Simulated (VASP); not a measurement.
Level of theory: LDA (Ceperley-Alder, Perdew-Zunger), VASP's LDA PAW potentials (set 64) (plane waves; VASP 6.6.1).

VASP ran on this input.

### POSCAR
```
W
1
   -1.5711479149     1.5711479149     1.5711479149
    1.5711479149    -1.5711479149     1.5711479149
    1.5711479149     1.5711479149    -1.5711479149
W
1
Direct
  1.0000000000   1.0000000000   1.0000000000
```

### INCAR
```
ALGO=Normal
EDIFF=1E-8
EDIFFG=-0.001
ENCUT=400
IBRION=1
ISIF=2
ISMEAR=1
LASPH=.True.
LCHARG=.False.
LMAXMIX=6
LREAL=.False.
LWAVE=.False.
NELM=100
NSW=30
PREC=Accurate
SIGMA=0.1
SYSTEM=W
```

KPOINTS:
```
K-points
0
G
15 15 15
```

POTCAR, in this order: W_sv (LDA.64 set). Program: vasp_std.

Unless said otherwise, spin-orbit coupling is left out, though it shifts the bands of the heavy elements here.

Question: Predict the energy per atom (σ→0), band gap (on the k-mesh).

Answer: 
- energy per atom (σ→0): -14.102 eV/atom
- band gap (on the k-mesh): none (metal, semimetal or under 0.01 eV)

File OSZICAR:
```
...
DAV:   6    -0.142488111934E+02    0.52223E+00   -0.57704E-01  2814   0.980E+00    0.879E+00
DAV:   7    -0.141075520181E+02    0.14126E+00   -0.29154E-01  2906   0.646E+00    0.529E-01
DAV:   8    -0.141015950799E+02    0.59569E-02   -0.40408E-03  2730   0.977E-01    0.873E-02
DAV:   9    -0.141015718156E+02    0.23264E-04   -0.63408E-05  3016   0.996E-02    0.534E-02
DAV:  10    -0.141015759290E+02   -0.41133E-05   -0.71640E-06  2860   0.372E-02    0.124E-02
DAV:  11    -0.141015759114E+02    0.17580E-07   -0.16138E-07  2865   0.432E-03    0.472E-04
DAV:  12    -0.141015759126E+02   -0.12071E-08   -0.16542E-09  1715   0.461E-04
   1 F= -.14101576E+02 E0= -.14101709E+02  d E =-.141016E+02
```

The compound is W in the bcc structure. It was relaxed first. The start is the result of an earlier pass.
